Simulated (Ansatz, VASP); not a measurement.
# KYTeSe: VASP beside Ansatz, part 2 of 2

Aim: how closely do two programs agree when they are given the same cell, functional and k mesh? The cell is generated by rule, not measured, and may not be a known phase. The cell is taken from a series of runs on this material, whose earlier steps may have relaxed, scaled, displaced or heated it; both programs get it as it stands.

VASP 6.6.1 and Ansatz 0.2.0.

So far: The structure; VASP: relaxation of cell and atoms, PBEsol.

The structure was built from a prototype and need not be the compound's stable phase.

## 3. Ansatz: relaxation of cell and atoms, PBEsol

Level of this step: Ansatz beside VASP: Kohn-Sham DFT, plane waves, PBEsol (Ansatz).

Ansatz runs on norm-conserving files, of PseudoDojo where its log says so.

The same cell, functional, mesh and smearing now go to Ansatz, which takes its cutoff from its data sets.

Input file input.yaml:

```yaml
crystal:
  lattice:
    - [2.1368935996, 1.233736095, 7.85298838]
    - [-2.1368935996, 1.233736095, 7.85298838]
    - [0.0, -2.46747219, 7.85298838]
  atoms:
    - { symbol: K, position: [0.5045872625, 0.5045872625, 0.5045872625] }
    - { symbol: "Y", position: [-0.005847641, -0.005847641, -0.005847641] }
    - { symbol: Se, position: [0.2645251818, 0.2645251818, 0.2645251818] }
    - { symbol: Te, position: [0.7367351966, 0.7367351966, 0.7367351966] }
kpoints:
  mp_grid: { grid: [6, 6, 6] }
hamiltonian:
  xc: pbesol
  pseudopotentials: { kind: nc }
scf:
  occupations: { method: gaussian, width: 0.02 }
output:
  forces: true
  stress: true
  eigenvalues: true
  write_density: true
  write_potential: true
  elf: true
  volumetric_format: npy
relax:
  adjacent_minimum: "off"
  f_tol: 0.005
  max_steps: 80
  cell: { stress_tol: 0.05 }
```

The run is started by

```
$ ansatz run input.yaml --threads 8 --pin off --max-ram 14336MiB --backend cpu --events-out ev --progress --plain --runs-dir out
```

Numbers of over 12 decimals in the logs are rounded to 6 here.

The program printed:

```text
basis.fft_grid_basis auto: the FFT boxes are laid along the combinations [[1, -1, 0], [0, 1, 0], [0, -1, 1]] of the cell's own vectors, 4.274, 8.232 and 4.274 Å long. The dense box has 48×96×48 points. Along the cell's own vectors, as sized, it would have 96×96×96, 4.00 times as many. Of the 6 symmetry operations that the crystal satisfies within crystal.symmetry.tolerance (time reversal apart; of a slab, those that  [...]
Engine: ansatz 0.2.0, x86_64-unknown-linux-gnu
Pseudopotentials: kind: nc
Pseudopotential: K, nc, valence charge 9, recommended cutoff 1006.821291 eV (normal), K.nc.azcp (PseudoDojo's, or run here from an input of PseudoDojo's: the run reads no file of this project's for it)
Pseudopotential: Y, nc, valence charge 11, recommended cutoff 979.609905 eV (normal), Y.nc.azcp (PseudoDojo's, or run here from an input of PseudoDojo's: the run reads no file of this project's for it)
Pseudopotential: Se, nc, valence charge 16, recommended cutoff 1170.089609 eV (normal), Se.nc.azcp (PseudoDojo's, or run here from an input of PseudoDojo's: the run reads no file of this project's for it)
Pseudopotential: Te, nc, valence charge 16, recommended cutoff 1120 eV (normal), Te.nc.azcp (PseudoDojo's, or run here from an input of PseudoDojo's: the run reads no file of this project's for it)
Functional definition: PBEsol
  exchange = pbesol_x
  correlation = pbesol_c
Crystal: 4 atoms, lattice volume = 124.220 Å³
Basis set: ecut = 1170.089609 eV, 11263 PW (Γ), FFT grids on a1−a2, a2, −a2+a3, exchange–correlation on 96×192×96 points (8 copies of the dense FFT grid, shifted against one another)
Bands: 32, of which v1, the nominal top of the filled ones, is band 26 counted from 1 (25 counted from 0)
Symmetry: 6 space group operations
Space group: R3m (ITA 160), of the structure as read, at distance tolerance 5.0e-5 Å
k-points: 32 of 216 (time reversal used)
Non-local potential: K, projectors of the file, l = 0: 2, l = 1: 2, l = 2: 2
Non-local potential: Y, projectors of the file, l = 0: 2, l = 1: 2, l = 2: 2
Non-local potential: Se, projectors of the file, l = 0: 2, l = 1: 2, l = 2: 2
Non-local potential: Te, projectors of the file, l = 0: 3, l = 1: 2, l = 2: 2, l = 3: 2
Initial density: superposition of atomic densities (chi_scale 0.1, normalization cell, long waves kept (reshape's long-wave potential 0.12 eV rms))
Initial wavefunctions: pseudopotential atomic-orbital guess
Functional: x = pbesol(κ = 0.804, μ = 0.123457), c = pbesol(β = 0.046)
SCF iter   1: F=—  HF=-8076.656173 eV  |F-HF|=—  |Δ(HF+E_count)|=         —  Δρ=5.21e-2  dr2=7.29e0  ethr=3.10e-3  ⟨swp⟩=12.4  Hψ=6080  notcnv=0
preconditioner: auto → Resta (q_TF=auto, 2.360 Å⁻¹)  ε∞=4.6  [insulator: Δε(μ)=0.625 eV  Ē_g=7.049 eV  σ=0.020 eV  W_gap=1.00  n_scr=28 (ndim 8)  ℏωp=13.3 eV  f_vac=0.001  D(μ)=0.00/eV (n_scr^D=0)  ε∞_Penn≈4.6]
SCF iter   2: F=—  HF=-8074.651024 eV  |F-HF|=—  |Δ(HF+E_count)|=    2.01e0  Δρ=1.91e-2  dr2=8.86e-1  ethr=3.10e-3  ⟨swp⟩=4.9  Hψ=2820  notcnv=0  defer=53
SCF iter   3: F=—  HF=-8074.377717 eV  |F-HF|=—  |Δ(HF+E_count)|=   2.73e-1  Δρ=6.89e-3  dr2=8.30e-2  ethr=1.70e-3  ⟨swp⟩=3.9  Hψ=1809  notcnv=0  defer=53
SCF iter   4: F=—  HF=-8074.362517 eV  |F-HF|=—  |Δ(HF+E_count)|=   1.52e-2  Δρ=2.15e-3  dr2=1.09e-2  ethr=1.60e-4  ⟨swp⟩=3.9  Hψ=1816  notcnv=0  defer=54
SCF iter   5: F=—  HF=-8074.362896 eV  |F-HF|=—  |Δ(HF+E_count)|=   3.79e-4  Δρ=6.86e-4  dr2=6.00e-4  ethr=2.10e-5  ⟨swp⟩=4.1  Hψ=1643  notcnv=0  defer=54
SCF iter   6: F=—  HF=-8074.363090 eV  |F-HF|=—  |Δ(HF+E_count)|=   1.94e-4  Δρ=2.67e-4  dr2=8.16e-5  ethr=1.15e-6  ⟨swp⟩=2.0  Hψ=1686  notcnv=0  defer=54
SCF iter   7: F=—  HF=-8074.363439 eV  |F-HF|=—  |Δ(HF+E_count)|=   3.49e-4  Δρ=6.95e-5  dr2=8.28e-6  ethr=1.57e-7  ⟨swp⟩=2.0  Hψ=1631  notcnv=0  defer=54
SCF iter   8: F=—  HF=-8074.363445 eV  |F-HF|=—  |Δ(HF+E_count)|=   6.11e-6  Δρ=1.87e-5  dr2=5.97e-7  ethr=1.59e-8  ⟨swp⟩=2.0  Hψ=1614  notcnv=0  defer=54
SCF iter   9: F=-8074.363445 eV  HF=-8074.363445 eV  |F-HF|=1.09e-8  |Δ(HF+E_count)|=   4.00e-7  Δρ=6.50e-6  dr2=5.64e-8  ethr=1.92e-10  ⟨swp⟩=23.8  Hψ=10374  notcnv=0
SCF 1 converged in 9 iterations: F = -8074.363445 eV  dr2 = 5.64e-8
relax step   1: F+E_penalty+E_count = -8074.36344543 eV  Δ(F+E_penalty+E_count) = +0.000e0 eV  max|allowed force component| = 9.099e-3 eV/Å  Δτ_max = 0.0000 Å  P = +0.007 GPa  Ω = 124.220 Å³  (9 SCF iters, dr2 threshold 1.00e-7 eV, accepted)
[...]
relax step   2: F+E_penalty+E_count = -8074.36345948 eV  Δ(F+E_penalty+E_count) = -1.405e-5 eV  max|allowed force component| = 1.173e-2 eV/Å  Δτ_max = 0.0016 Å  P = -0.024 GPa  Ω = 124.254 Å³  energy of the carried Pulay correction = -1.657e-6 eV  (5 SCF iters, dr2 threshold 5.17e-9 eV, accepted)
[...]
relax step   3: F+E_penalty+E_count = -8074.36347326 eV  Δ(F+E_penalty+E_count) = -1.377e-5 eV  max|allowed force component| = 1.425e-3 eV/Å  Δτ_max = 0.0011 Å  P = -0.008 GPa  Ω = 124.212 Å³  energy of the carried Pulay correction = +3.621e-7 eV  (4 SCF iters, dr2 threshold 8.60e-9 eV, accepted)
[...]
relax step   4: F+E_penalty+E_count = -8074.36347264 eV  Δ(F+E_penalty+E_count) = +6.117e-7 eV  max|allowed force component| = 1.429e-3 eV/Å  Δτ_max = 0.0000 Å  P = -0.008 GPa  Ω = 124.212 Å³  stress off target by 9.25e-3 GPa  SCF on the basis re-selected at this cell (its energy is not comparable with the rows above)  (6 SCF iters)
basis re-selected at this cell: Δ(F+E_penalty+E_count) = +6.117e-7 eV, ΔP = -0.000 GPa vs the last step (what re-selecting the basis moved, of the pressure what is left beyond the Pulay correction that the steps carried, after the strain that the cell walked since its last selection, with what the two solves' SCF thresholds leave and, on support functions, any second-order correction that the steps lacked; it is no m [...]
SCF converged after 6 iterations
Free energy (F): -8074.363473 eV
Harris-Foulkes:  -8074.363473 eV  (|F-HF|=1.82e-11)
Internal energy: -8074.363473 eV  (E = F + TS)
E sigma→0 (E₀):  -8074.363473 eV
Fermi energy:    7.985066 eV
--- Per-component energies (eV) ---
  E_band       = -864.968699
  E_kinetic    = 4270.277325
  E_local      = -6582.187346  (includes V_loc(G=0)·N_el)
  E_nonlocal   = -2000.531205
  E_hartree    = 2335.265660
  E_xc         = -1703.536569
  E_vxc        = -1223.058750  (∫ρ·V_xc dr)
  E_ewald      = -4393.651337
  E_smearing   = -0.000000  (= −TS)
  E_closure    = -0.000000  (closes the sum)
  Σ components = -8074.363473   (vs F -8074.363473, Δ=0.00e0)
--- Forces (eV/Å), atoms counted from 1 ---
  atom   1  K      0.00000000     0.00000000     0.00142821
  atom   2  Y     -0.00000000    -0.00000000    -0.00103203
  atom   3  Se    -0.00000000    -0.00000000     0.00067631
  atom   4  Te     0.00000000     0.00000000    -0.00107654
  max |Σ_I F_I| component: 4.05e-6 eV/Å
--- Stress (GPa, compression-positive) ---
       -0.007293       0.000000       0.000000
        0.000000      -0.007293      -0.000000
        0.000000      -0.000000      -0.009247
  P = ⅓ Tr σ = -0.0079 GPa (-0.079 kbar)
--- Band table (eV; the first three rows and the last of 32) ---
  k-point 0: bands = [... 22 lower, 5.3247, 6.6681, 7.3699, 7.3699, 9.6367, 9.6367, 9.6594, 10.0633, ... 2 higher]
  k-point 1: bands = [... 22 lower, 5.3672, 6.1187, 6.7400, 6.9996, 9.4344, 10.0086, 10.1302, 10.7426, ... 2 higher]
  k-point 2: bands = [... 22 lower, 5.0963, 5.4042, 6.2560, 6.5641, 9.0767, 10.7248, 10.7291, 11.1965, ... 2 higher]
  k-point 31: bands = [... 22 lower, 5.3607, 5.6396, 7.2488, 7.2488, 9.6731, 9.6731, 9.8894, 11.0613, ... 2 higher]
--- Relaxed structure (3 steps of the walk, 3 accepted, 1 SCFs on fresh bases) ---
  F+E_penalty+E_count = -8074.36347264 eV   max|allowed force component| = 1.429e-3 eV/Å   (the final SCF, on the basis selected at the relaxed cell)
  cell:  # Å, volume = 124.2124 Å³
    - [2.137823, 1.234272, 7.845689]
    - [-2.137823, 1.234272, 7.845689]
    - [-2.8755730748263414e-19, -2.468545, 7.845689]
  atoms:
    - { symbol: K, position: [0.504585, 0.504585, 0.504585] }
    - { symbol: Y, position: [-0.00586951, -0.00586951, -0.00586951] }
    - { symbol: Se, position: [0.264485, 0.264485, 0.264485] }
    - { symbol: Te, position: [0.736800, 0.736800, 0.736800] }
```

Reading the cycles: dr2 is the Hartree energy of the density residual (eV), the measure of convergence; HF is the Harris–Foulkes estimate of the energy, which meets the free energy F at convergence.

## 4. Differences

Known differences besides the potentials themselves: the data sets hold 52 valence electrons in Ansatz (on norm-conserving files, of PseudoDojo where its log says so) and 32 in VASP; the cutoff is 1170.09 eV in Ansatz and 500 eV in VASP; Ansatz adds a Pulay correction to the stress that steers its cell, VASP none. Total energies have different zeros and are not compared.

The two programs side by side:

```tsv
quantity	Ansatz	VASP	difference
volume (Å³)	124.21	124.44	-0.19 %
edge a after relaxation, in the typed setting (Å)	8.225	8.235	-0.13 %
```

## 5. Outcome

| Property | Result |
| --- | --- |
| difference in volume (relaxation of cell and atoms, PBEsol) | -0.19 % |

What this shows: The difference in volume is -0.19 % (relaxation of cell and atoms, PBEsol), within the 1.2 % picked in this series as the mark of a large difference, as far as the stopping tolerances let one tell. The data sets hold unlike numbers of valence electrons (52 in Ansatz and 32 in VASP), so part of the differences comes from the potentials. How closely two codes agree says nothing of how well the functional describes the real material.

[Lines on the potential files, build, host, timing and source positions are cut from VASP's logs without a mark.]

[Logs are printed without paths, hosts, clocks, repeated set-up lines and the standing remarks that a program may print on its own settings, such as how far it seeks lower states.]

[Hosts, paths, dates, database ids (printed as entryN), source tags and the programs' standing remarks are cut or masked in the printed files.]
